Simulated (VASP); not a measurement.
Level of theory: PBEsol GGA, VASP's PBE PAW potentials (set 64) (plane waves; VASP).

VASP input:

### KPOINTS
```
Automatic mesh
0
Gamma
13 13 13
0 0 0
```

POSCAR:
```
V
1
    2.4892560000     0.0000000000     0.0000000000
    0.0000000000     2.4892560000     0.0000000000
    0.0000000000     0.0000000000     2.4892560000
V
1
Direct
  0.0000000000   0.0000000000   0.0000000000
```

**INCAR**
```
SYSTEM=V
PREC=Accurate; ENCUT=400; LREAL=.FALSE.
LASPH=.TRUE.
EDIFF=1E-6; NELM=100; ALGO=Normal
LMAXMIX=4
ISMEAR=1; SIGMA=0.1
GGA=PS
ISPIN=2; MAGMOM=2.0
IBRION=2; NSW=60; ISIF=3
EDIFFG=-0.01
LWAVE=.FALSE.; LCHARG=.FALSE.; LORBIT=10
```

POTCAR, in this order: V_sv (PBE.64 set). Program: vasp_std.

Output

File OSZICAR:
```
       N       E                     dE             d eps       ncg     rms          rms(c)
DAV:   1     0.775713502092E+02    0.77571E+02   -0.63469E+03  3712   0.106E+03
DAV:   2    -0.802969199681E+01   -0.85601E+02   -0.83036E+02  3801   0.311E+02
DAV:   3    -0.926141782212E+01   -0.12317E+01   -0.12197E+01  3914   0.442E+01
DAV:   4    -0.926777430582E+01   -0.63565E-02   -0.63563E-02  3882   0.340E+00
DAV:   5    -0.926784431025E+01   -0.70004E-04   -0.70005E-04  3909   0.342E-01    0.177E+01
DAV:   6    -0.866280364313E+01    0.60504E+00   -0.43694E+00  3753   0.273E+01    0.278E+00
DAV:   7    -0.870718037296E+01   -0.44377E-01   -0.14620E-01  3756   0.438E+00    0.227E+00
DAV:   8    -0.871274881464E+01   -0.55684E-02   -0.55435E-03  3783   0.113E+00    0.963E-01
DAV:   9    -0.870940985676E+01    0.33390E-02   -0.28310E-03  3825   0.766E-01    0.417E-01
DAV:  10    -0.871032728695E+01   -0.91743E-03   -0.56305E-04  3735   0.352E-01    0.101E-01
DAV:  11    -0.871037580161E+01   -0.48515E-04   -0.25483E-05  3783   0.496E-02    0.237E-02
DAV:  12    -0.871037599580E+01   -0.19418E-06   -0.31120E-06  3575   0.237E-02
   1 F= -.87103760E+01 E0= -.87106336E+01  d E =-.871038E+01  mag=    -0.0005
       N       E                     dE             d eps       ncg     rms          rms(c)
DAV:   1    -0.169991815414E+02   -0.82888E+01   -0.15167E+02  3732   0.195E+02    0.378E+01
DAV:   2    -0.899013903043E+01    0.80090E+01   -0.24224E+01  3720   0.772E+01    0.730E+00
DAV:   3    -0.876077581947E+01    0.22936E+00   -0.57853E-01  3834   0.105E+01    0.592E+00
DAV:   4    -0.871259412393E+01    0.48182E-01   -0.85573E-02  3744   0.334E+00    0.672E-01
DAV:   5    -0.871236382383E+01    0.23030E-03   -0.69077E-03  3768   0.116E+00    0.919E-02
DAV:   6    -0.871235246058E+01    0.11363E-04   -0.23603E-04  3726   0.249E-01    0.451E-02
DAV:   7    -0.871234599403E+01    0.64666E-05   -0.14406E-05  3825   0.574E-02    0.481E-03
DAV:   8    -0.871234626460E+01   -0.27056E-06   -0.11909E-07  1949   0.478E-03
   2 F= -.87123463E+01 E0= -.87119443E+01  d E =-.197027E-02  mag=     0.0000
       N       E                     dE             d eps       ncg     rms          rms(c)
DAV:   1    -0.109168454346E+02   -0.22045E+01   -0.41738E+01  3732   0.114E+02    0.150E+01
DAV:   2    -0.881604540633E+01    0.21008E+01   -0.79241E+00  3720   0.408E+01    0.231E+00
DAV:   3    -0.879156889105E+01    0.24477E-01   -0.35994E-02  3720   0.230E+00    0.128E+00
DAV:   4    -0.878111836468E+01    0.10451E-01   -0.25846E-02  3750   0.171E+00    0.180E-01
DAV:   5    -0.878116692502E+01   -0.48560E-04   -0.13001E-03  3822   0.518E-01    0.908E-02
DAV:   6    -0.878111770541E+01    0.49220E-04   -0.16440E-04  3738   0.191E-01    0.126E-02
DAV:   7    -0.878111745364E+01    0.25177E-06   -0.65354E-06  3849   0.357E-02
   3 F= -.87811175E+01 E0= -.87811180E+01  d E =-.707415E-01  mag=    -0.0000
       N       E                     dE             d eps       ncg     rms          rms(c)
DAV:   1    -0.878209353681E+01   -0.97583E-03   -0.18141E-02  3726   0.229E+00    0.352E-01
DAV:   2    -0.878115646041E+01    0.93708E-03   -0.34029E-03  3738   0.851E-01    0.668E-02
DAV:   3    -0.878114577147E+01    0.10689E-04   -0.15425E-05  3708   0.420E-02    0.419E-02
DAV:   4    -0.878114122975E+01    0.45417E-05   -0.10340E-05  3750   0.320E-02    0.185E-03
DAV:   5    -0.878114115754E+01    0.72208E-07   -0.13436E-07  1863   0.517E-03
   4 F= -.87811412E+01 E0= -.87811333E+01  d E =-.707652E-01  mag=     0.0000
```

File OUTCAR:
```
------------------------ aborting loop because EDIFF is reached ----------------------------------------
  FORCE on cell =-STRESS in cart. coord.  units (eV):
  Direction    XX          YY          ZZ          XY          YZ          ZX
  --------------------------------------------------------------------------------------
  Total        0.0030202      0.0030202      0.0030202      0.0000000      0.0000000     -0.0000000
  in kB        0.3480514      0.3480514      0.3480514      0.0000000      0.0000000     -0.0000000
  external PRESSURE =       0.3480514 kB  Pullay stress =       0.0000000 kB
  volume of cell :       13.90
      direct lattice vectors                 reciprocal lattice vectors
     2.404550201  0.000000000  0.000000000     0.415878196 -0.000000000 -0.000000000
     0.000000000  2.404550201 -0.000000000    -0.000000000  0.415878196  0.000000000
     0.000000000 -0.000000000  2.404550201    -0.000000000  0.000000000  0.415878196
 POSITION                                       TOTAL-FORCE (eV/Angst)
 -----------------------------------------------------------------------------------
      0.00000      0.00000      0.00000         0.000000     -0.000000      0.000000
 -----------------------------------------------------------------------------------
    total drift:                                0.000000      0.000000      0.000000
  FREE ENERGIE OF THE ION-ELECTRON SYSTEM (eV)
  ---------------------------------------------------
  free  energy   TOTEN  =        -8.7811411575 eV

  energy  without entropy=       -8.7811175346  energy(sigma->0) =       -8.78113328

 total charge

# of ion       s       p       d       tot
------------------------------------------
    1        2.364   6.176   3.283  11.823

 magnetization (x)

# of ion       s       p       d       tot
------------------------------------------
    1        0.000   0.000  -0.000   0.000

 reached required accuracy - stopping structural energy minimisation
```
(Selected blocks of OUTCAR.)

**CONTCAR**
```
V
   1.00000000000000
     2.4045502008997577    0.0000000000000000    0.0000000000000000
     0.0000000000000000    2.4045502008997577   -0.0000000000000000
     0.0000000000000000   -0.0000000000000000    2.4045502008997577
  V
     1
Direct
     0.0000000000000000    0.0000000000000000    0.0000000000000000
```

Energy and stress use the plane-wave basis of the starting cell.

The structure was generated: V was put into the simple-cubic type (Pm-3m), which need not be its known phase. This run relaxes it. Symmetry was kept, so distortions that lower it aren't found.
